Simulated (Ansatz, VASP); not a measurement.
## Hf4O7 (amorphous HfO1.75): VASP beside Ansatz

Aim: how closely do two programs agree when they are given the same cell, functional and k mesh? The structure shown is the start of the Ansatz relaxation below; VASP solves that cell, so the two are compared at the walk's first step.

Method: plane waves, with VASP 6.6.1 beside it; single point at PBE, in Ansatz 0.2.0.

### Step 1. The starting structure

The cell holds 66 atoms: 24 Hf and 42 O. Cell: a = 9.687 Å, b = 9.687 Å, c = 9.687 Å, α = 90.0°, β = 90.0°, γ = 90.0°. 66 atoms (24 Hf, 42 O) packed at random and pushed apart as soft spheres at 9.05 g/cm^3; MD (Langevin at fixed volume unless said) with the MACE-MP-0b2 small potential (Batatia et al., arXiv:2401.00096), steps of 2 fs: 0.7 ps at 3200 K, 3200 to 1920 K in 0.7 ps, 1920 to 300 K in 2 ps; then atoms relaxed.

### Step 2. Ansatz: relaxation, PBE

Ansatz runs on its default PAW (the set named soft_2) files.

The two programs are compared at the cell with which this relaxation starts, whose forces are those of its first step.

Contents of input.yaml:

```yaml
crystal:
  lattice:
    - [9.68732, 0.0, 0.0]
    - [0.0, 9.68732, 0.0]
    - [0.0, 0.0, 9.68732]
  atoms:
    - { symbol: Hf, position: [0.77509, 0.63258, 0.39714] }
    - { symbol: Hf, position: [0.98499, 0.51402, 0.11684] }
    - { symbol: Hf, position: [0.35888, 0.32729, 0.53478] }
    - { symbol: Hf, position: [0.84289, 0.01759, 0.44033] }
    - { symbol: Hf, position: [0.18575, 0.63311, 0.35483] }
    - { symbol: Hf, position: [0.90167, 0.05348, 0.77124] }
    - { symbol: Hf, position: [0.35173, 0.38056, 0.20582] }
    - { symbol: Hf, position: [0.85359, 0.82098, 0.06354] }
    - { symbol: Hf, position: [0.47825, 0.69028, 0.51489] }
    - { symbol: Hf, position: [0.57207, 0.14186, 0.72717] }
    - { symbol: Hf, position: [0.35254, 0.07397, 0.04115] }
    - { symbol: Hf, position: [0.48425, 0.74636, 0.12775] }
    - { symbol: Hf, position: [0.85728, 0.40289, 0.8249] }
    - { symbol: Hf, position: [0.98582, 0.75502, 0.63592] }
    - { symbol: Hf, position: [0.20899, 0.65732, 0.93005] }
    - { symbol: Hf, position: [0.51403, 0.40936, 0.91868] }
    - { symbol: Hf, position: [0.99113, 0.36674, 0.4829] }
    - { symbol: Hf, position: [0.18757, 0.28932, 0.8303] }
    - { symbol: Hf, position: [0.14131, 0.03191, 0.3383] }
    - { symbol: Hf, position: [0.95419, 0.14307, 0.10879] }
    - { symbol: Hf, position: [0.69324, 0.70564, 0.78419] }
    - { symbol: Hf, position: [0.67274, 0.32909, 0.24238] }
    - { symbol: Hf, position: [0.48256, 0.09338, 0.34196] }
    - { symbol: Hf, position: [0.33282, 0.90683, 0.78031] }
    - { symbol: O, position: [0.86118, 0.83988, 0.80003] }
    - { symbol: O, position: [0.85743, 0.01718, 0.98216] }
    - { symbol: O, position: [0.41335, 0.31154, 0.74568] }
    - { symbol: O, position: [0.83215, 0.81222, 0.48636] }
    - { symbol: O, position: [0.22711, 0.08168, 0.84097] }
    - { symbol: O, position: [0.31682, 0.61215, 0.17923] }
    - { symbol: O, position: [0.49602, 0.79925, 0.69516] }
    - { symbol: O, position: [0.98813, 0.22124, 0.88455] }
    - { symbol: O, position: [0.45577, 0.1282, 0.55216] }
    - { symbol: O, position: [0.03279, 0.71223, 0.03807] }
    - { symbol: O, position: [0.32666, 0.54883, 0.48957] }
    - { symbol: O, position: [0.73945, 0.05494, 0.63891] }
    - { symbol: O, position: [0.57493, 0.70422, 0.32736] }
    - { symbol: O, position: [0.49617, 0.19511, 0.15314] }
    - { symbol: O, position: [0.65215, 0.61185, 0.58024] }
    - { symbol: O, position: [0.8867, 0.59526, 0.73216] }
    - { symbol: O, position: [0.68167, 0.26916, 0.84914] }
    - { symbol: O, position: [0.85757, 0.33661, 0.11416] }
    - { symbol: O, position: [0.92799, 0.9617, 0.2387] }
    - { symbol: O, position: [0.07791, 0.46563, 0.9211] }
    - { symbol: O, position: [0.48844, 0.03297, 0.87634] }
    - { symbol: O, position: [0.31644, 0.30326, 0.00536] }
    - { symbol: O, position: [0.00694, 0.59269, 0.47651] }
    - { symbol: O, position: [0.9841, 0.1812, 0.37505] }
    - { symbol: O, position: [0.00186, 0.9826, 0.59678] }
    - { symbol: O, position: [0.3303, 0.83535, 0.97948] }
    - { symbol: O, position: [0.68342, 0.52336, 0.87532] }
    - { symbol: O, position: [0.69117, 0.13375, 0.34176] }
    - { symbol: O, position: [0.15669, 0.08475, 0.13175] }
    - { symbol: O, position: [0.39124, 0.57035, 0.89232] }
    - { symbol: O, position: [0.43861, 0.93702, 0.20151] }
    - { symbol: O, position: [0.80213, 0.42161, 0.38227] }
    - { symbol: O, position: [0.54587, 0.45792, 0.12505] }
    - { symbol: O, position: [0.498, 0.35053, 0.36929] }
    - { symbol: O, position: [0.28553, 0.20275, 0.35522] }
    - { symbol: O, position: [0.17888, 0.83344, 0.38134] }
    - { symbol: O, position: [0.8877, 0.30926, 0.64503] }
    - { symbol: O, position: [0.12105, 0.43799, 0.26148] }
    - { symbol: O, position: [0.83826, 0.64513, 0.1965] }
    - { symbol: O, position: [0.65397, 0.7747, 0.99785] }
    - { symbol: O, position: [0.17031, 0.76319, 0.74924] }
    - { symbol: O, position: [0.16364, 0.33187, 0.6175] }
kpoints:
  mp_grid: { grid: [1, 1, 1] }
hamiltonian:
  xc: pbe
scf:
  occupations: { method: fermi_dirac, width: 0.025 }
output:
  forces: true
relax:
  f_tol: 0.04
  max_steps: 250
  cell: {}
```

Launch:

```
$ ansatz run input.yaml --threads 4 --pin off --max-ram 8192MiB --backend cpu --events-out ev --progress --plain --runs-dir out
```

Numbers of over 12 decimals in the logs are rounded to 6 here.

What it wrote:

```text
Engine: ansatz 0.2.0, aarch64-unknown-linux-gnu
Pseudopotentials: kind: paw
Pseudopotential: Hf, paw, valence charge 26, recommended cutoff 420 eV (normal), Hf.paw.azcp
Pseudopotential: O, paw, valence charge 6, recommended cutoff 420 eV (normal), O.paw.azcp
Functional definition: PBE
  parameter kappa = 0.804
  parameter beta = 0.066725
  exchange = pbe_x(kappa = kappa, mu = beta*pi^2/3)
  correlation = pbe_c(beta = beta)
Crystal: 66 atoms, lattice volume = 909.098 Å³
Basis set: ecut = 420 eV, 17845 PW (Γ), exchange–correlation on 144×144×144 points (8 copies of the dense FFT grid, shifted against one another)
Bands: 526, of which v1, the nominal top of the filled ones, is band 438 counted from 1 (437 counted from 0)
Symmetry: 1 space group operations
Space group: P1 (ITA 1), of the structure as read, at distance tolerance 9.7e-5 Å
k-points: 1
Non-local potential: Hf, projectors of the file, l = 0: 3, l = 1: 2, l = 2: 2, l = 3: 3
Non-local potential: O, projectors of the file, l = 0: 2, l = 1: 2, l = 2: 1
PAW form: soft (Blöchl's): semilocal exchange-correlation on the pseudo side does not see the compensation charge
PAW one-centre angular grid: Hf, 590 points (default); XC on 64 Gauss nodes
PAW one-centre angular grid: O, 110 points (default); XC on 64 Gauss nodes
Initial density: superposition of atomic densities (neutral atoms: chi_scale 0, normalization atom), corrected by the library's trained network
Initial wavefunctions: pseudopotential atomic-orbital guess
Functional: x = pbe(κ = 0.804, μ = 0.219515), c = pbe(β = 0.066725)
SCF iter   1: F=—  HF=-401235.851067 eV  |F-HF|=—  |Δ(HF+E_count)|=         —  Δρ=1.01e-2  dr2=3.58e0  ethr=1.77e-3  ⟨swp⟩=5.0  Hψ=1563  notcnv=0  defer=46
preconditioner: auto → LDOS  [insulator: Δε(μ)=0.069 eV  Ē_g=17.580 eV  σ=0.025 eV  W_gap=0.60  n_scr=304 (ndim 8)  ℏωp=35.4 eV  f_vac=0.119  D(μ)=25.83/eV (n_scr^D=178)  ε∞_Penn≈5.1  β→1.0]
SCF iter   2: F=—  HF=-401235.571284 eV  |F-HF|=—  |Δ(HF+E_count)|=   2.80e-1  Δρ=7.43e-3  dr2=5.08e-1  ethr=4.09e-4  ⟨swp⟩=2.0  Hψ=931  notcnv=0  defer=66
SCF iter   3: F=—  HF=-401235.520818 eV  |F-HF|=—  |Δ(HF+E_count)|=   5.05e-2  Δρ=4.56e-3  dr2=2.75e-1  ethr=5.80e-5  ⟨swp⟩=4.0  Hψ=914  notcnv=0  defer=66
SCF iter   4: F=—  HF=-401235.483236 eV  |F-HF|=—  |Δ(HF+E_count)|=   3.76e-2  Δρ=1.66e-3  dr2=6.95e-2  ethr=3.14e-5  ⟨swp⟩=2.0  Hψ=935  notcnv=0  defer=66
SCF iter   5: F=—  HF=-401235.476590 eV  |F-HF|=—  |Δ(HF+E_count)|=   6.65e-3  Δρ=7.59e-4  dr2=1.04e-2  ethr=7.93e-6  ⟨swp⟩=2.0  Hψ=830  notcnv=0  defer=66
SCF iter   6: F=—  HF=-401235.475486 eV  |F-HF|=—  |Δ(HF+E_count)|=   1.10e-3  Δρ=3.00e-4  dr2=1.75e-3  ethr=1.19e-6  ⟨swp⟩=2.0  Hψ=802  notcnv=0  defer=66
SCF iter   7: F=—  HF=-401235.475401 eV  |F-HF|=—  |Δ(HF+E_count)|=   8.59e-5  Δρ=1.65e-4  dr2=4.40e-4  ethr=2.00e-7  ⟨swp⟩=2.0  Hψ=805  notcnv=0  defer=66
SCF iter   8: F=—  HF=-401235.475403 eV  |F-HF|=—  |Δ(HF+E_count)|=   2.67e-6  Δρ=7.33e-5  dr2=9.97e-5  ethr=5.03e-8  ⟨swp⟩=2.0  Hψ=805  notcnv=0  defer=66
SCF iter   9: F=—  HF=-401235.477306 eV  |F-HF|=—  |Δ(HF+E_count)|=   1.90e-3  Δρ=3.71e-5  dr2=2.66e-5  ethr=1.14e-8  ⟨swp⟩=2.0  Hψ=952  notcnv=0  defer=66
SCF iter  10: F=—  HF=-401235.477303 eV  |F-HF|=—  |Δ(HF+E_count)|=   2.53e-6  Δρ=1.82e-5  dr2=6.10e-6  ethr=3.03e-9  ⟨swp⟩=2.0  Hψ=889  notcnv=0  defer=66
SCF iter  11: F=—  HF=-401235.477303 eV  |F-HF|=—  |Δ(HF+E_count)|=   4.89e-7  Δρ=8.84e-6  dr2=1.24e-6  ethr=6.96e-10  ⟨swp⟩=2.0  Hψ=889  notcnv=0  defer=66
SCF iter  12: F=—  HF=-401235.477303 eV  |F-HF|=—  |Δ(HF+E_count)|=   3.96e-8  Δρ=4.11e-6  dr2=2.61e-7  ethr=1.41e-10  ⟨swp⟩=2.0  Hψ=889  notcnv=0  defer=66
SCF iter  13: F=-401235.477303 eV  HF=-401235.477303 eV  |F-HF|=6.48e-8  |Δ(HF+E_count)|=  8.15e-10  Δρ=2.12e-6  dr2=8.46e-8  ethr=1.14e-11  ⟨swp⟩=5.0  Hψ=1913  notcnv=0
SCF 1 converged in 13 iterations: F = -401235.477303 eV  dr2 = 8.46e-8
  greatest PAW one-centre occupation: 0.999 electrons in one spin orbital (limit 2), on the Hf atom at site 16 (counted from 0), in its partial waves of l = 0
relax step   1: F+E_penalty+E_count = -401235.47730259 eV  Δ(F+E_penalty+E_count) = +0.000e0 eV  max|allowed force component| = 1.630e0 eV/Å  Δτ_max = 0.0000 Å  P = +0.584 GPa  Ω = 909.098 Å³  (13 SCF iters, dr2 threshold 1.00e-7 eV, accepted)
Crystal: 66 atoms, lattice volume = 901.355 Å³
Basis set: ecut = 420 eV, 17583 PW (Γ), exchange–correlation on 144×144×144 points (8 copies of the dense FFT grid, shifted against one another)
Initial density: handed on by an earlier stage of this run
Initial wavefunctions: those handed on with the density
iter 1 solved again at ethr=9.12e-4 eV; its pass at ethr=3.10e-3 eV (dr2=7.99e0 eV) is discarded
SCF iter   1: F=—  HF=-401239.267763 eV  |F-HF|=—  |Δ(HF+E_count)|=         —  Δρ=2.42e-2  dr2=8.07e0  ethr=9.12e-4  ⟨swp⟩=4.0  Hψ=2254  notcnv=0
[...]
atom  16  Hf    -0.00267582    -0.00081056    -0.00174230
  atom  17  Hf     0.00230368    -0.00760225    -0.00085829
  atom  18  Hf     0.01030207    -0.00412436    -0.01211219
  atom  19  Hf    -0.00465979     0.00172403    -0.00185279
  atom  20  Hf    -0.00021531     0.00116917     0.00023847
  atom  21  Hf    -0.00101813     0.00387312    -0.00294981
  atom  22  Hf    -0.00200918    -0.00884447     0.00701886
  atom  23  Hf     0.00239943    -0.01421857     0.00935867
  atom  24  Hf     0.01223391    -0.00519107    -0.00738233
  atom  25  O     -0.00321792     0.00389225    -0.00399778
  atom  26  O     -0.00334616    -0.00248010    -0.00447713
  atom  27  O     -0.00156778    -0.00508391     0.00534348
  atom  28  O      0.00074062    -0.00033184     0.00147586
  atom  29  O     -0.00238774     0.00200249     0.00336245
  atom  30  O      0.00733831     0.00052824    -0.00181149
  atom  31  O     -0.00832520    -0.00757184    -0.00274347
  atom  32  O     -0.00398398    -0.00592225     0.00953954
  atom  33  O      0.00189336     0.00220214    -0.00846718
  atom  34  O      0.00279316     0.00576869    -0.00200603
  atom  35  O      0.00314286    -0.00723533     0.00054394
  atom  36  O     -0.00568217     0.00164264    -0.00141013
  atom  37  O     -0.00328840     0.00761561    -0.00153177
  atom  38  O      0.00027675     0.00661635     0.00015378
  atom  39  O      0.00583051    -0.00137511     0.00552886
[...]
atom  59  O      0.00376218     0.00120323    -0.00012048
  atom  60  O      0.00573578    -0.00196194     0.00197470
  atom  61  O     -0.00692163     0.00347089    -0.00245765
  atom  62  O     -0.00304464     0.00582731    -0.00026690
  atom  63  O      0.00113057    -0.00505007    -0.00154370
  atom  64  O     -0.00051648     0.00595262    -0.00499164
  atom  65  O      0.00372354    -0.00334807    -0.00235208
  atom  66  O      0.00494326     0.00166022     0.00845206
  max |Σ_I F_I| component: 9.82e-6 eV/Å
--- Stress (GPa, compression-positive) ---
        0.015996       0.011940      -0.003782
        0.011940       0.031624       0.008825
       -0.003782       0.008825       0.017880
  P = ⅓ Tr σ = 0.0218 GPa (0.218 kbar)
--- Relaxed structure (85 steps of the walk, 75 accepted, 2 SCFs on fresh bases) ---
  F+E_penalty+E_count = -401247.42301936 eV   max|allowed force component| = 2.041e-2 eV/Å   (the final SCF, on the basis selected at the relaxed cell)
  cell:  # Å, volume = 832.4319 Å³
    - [9.487254, 0.284434, -0.083465]
    - [0.284434, 9.687107, 0.133704]
    - [-0.083465, 0.133704, 9.068252]
  atoms:
    - { symbol: Hf, position: [0.822537, 0.622035, 0.424630] }
    - { symbol: Hf, position: [0.966252, 0.478017, 0.084114] }
    - { symbol: Hf, position: [0.352226, 0.509530, 0.557621] }
    - { symbol: Hf, position: [0.774421, 0.00204299, 0.419217] }
    - { symbol: Hf, position: [0.152592, 0.654715, 0.292909] }
    - { symbol: Hf, position: [1.001254, 0.045217, 0.758762] }
    - { symbol: Hf, position: [0.314408, 0.392672, 0.203777] }
    - { symbol: Hf, position: [0.883370, 0.832520, 0.035265] }
    - { symbol: Hf, position: [0.487026, 0.836857, 0.427126] }
    - { symbol: Hf, position: [0.641700, 0.037278, 0.798241] }
    - { symbol: Hf, position: [0.369481, -0.00673717, 0.123778] }
    - { symbol: Hf, position: [0.589355, 0.649522, 0.108444] }
    - { symbol: Hf, position: [0.814756, 0.384093, 0.744542] }
    - { symbol: Hf, position: [1.049151, 0.694141, 0.679355] }
    - { symbol: Hf, position: [0.249398, 0.644763, 0.961607] }
    - { symbol: Hf, position: [0.517508, 0.383266, 0.887347] }
    - { symbol: Hf, position: [1.041485, 0.325248, 0.433875] }
    - { symbol: Hf, position: [0.157180, 0.344894, 0.798259] }
    - { symbol: Hf, position: [0.181149, -0.012445, 0.417777] }
    - { symbol: Hf, position: [0.973014, 0.145227, 0.142554] }
    - { symbol: Hf, position: [0.629481, 0.674849, 0.748725] }
    - { symbol: Hf, position: [0.661414, 0.365336, 0.312089] }
    - { symbol: Hf, position: [0.442486, 0.138623, 0.440154] }
    - { symbol: Hf, position: [0.341176, 0.974401, 0.752254] }
    - { symbol: O, position: [0.976977, 0.827488, 0.827655] }
    - { symbol: O, position: [0.899690, 0.045321, 0.954164] }
    - { symbol: O, position: [0.359801, 0.364844, 0.719006] }
    - { symbol: O, position: [0.712269, 0.807340, 0.448569] }
    - { symbol: O, position: [0.193576, 0.129341, 0.826915] }
    - { symbol: O, position: [0.355163, 0.612452, 0.166176] }
    - { symbol: O, position: [0.536212, 0.868880, 0.703415] }
    - { symbol: O, position: [0.978810, 0.312580, 0.940697] }
    - { symbol: O, position: [0.486609, 0.124976, 0.666990] }
    - { symbol: O, position: [0.074167, 0.727066, 0.094544] }
    - { symbol: O, position: [0.273850, 0.788531, 0.394954] }
    - { symbol: O, position: [0.812060, 0.019636, 0.646032] }
    - { symbol: O, position: [0.636093, 0.576005, 0.322110] }
    - { symbol: O, position: [0.401350, 0.185699, 0.202214] }
    - { symbol: O, position: [0.491051, 0.656253, 0.566236] }
    - { symbol: O, position: [0.834984, 0.613714, 0.662657] }
    - { symbol: O, position: [0.691330, 0.243233, 0.847623] }
    - { symbol: O, position: [0.835156, 0.315460, 0.190557] }
    - { symbol: O, position: [0.847965, 0.965980, 0.208103] }
    - { symbol: O, position: [0.063671, 0.548327, 0.874711] }
    - { symbol: O, position: [0.477401, 0.050990, 0.937973] }
    - { symbol: O, position: [0.302438, 0.404004, -0.027489] }
    - { symbol: O, position: [-0.012398, 0.518812, 0.315726] }
    - { symbol: O, position: [0.973772, 0.118294, 0.387152] }
[...]
- { symbol: O, position: [0.224689, 0.194665, 0.468460] }
    - { symbol: O, position: [0.00284095, 0.741969, 0.457185] }
    - { symbol: O, position: [0.984908, 0.249371, 0.665559] }
    - { symbol: O, position: [0.109219, 0.304055, 0.203089] }
    - { symbol: O, position: [0.812495, 0.657570, 0.146639] }
    - { symbol: O, position: [0.695189, 0.811843, 0.924848] }
    - { symbol: O, position: [0.255252, 0.659557, 0.722481] }
    - { symbol: O, position: [0.115720, 0.465006, 0.598830] }
```

[end of part 1 of 2]

[Lines on the potential files, build, host, timing and source positions are cut from VASP's logs without a mark.]

[Logs are printed without paths, hosts, clocks, repeated set-up lines and the standing remarks that a program may print on its own settings, such as how far it seeks lower states.]

[Hosts, paths, dates, database ids (printed as entryN), source tags and the programs' standing remarks are cut or masked in the printed files.]
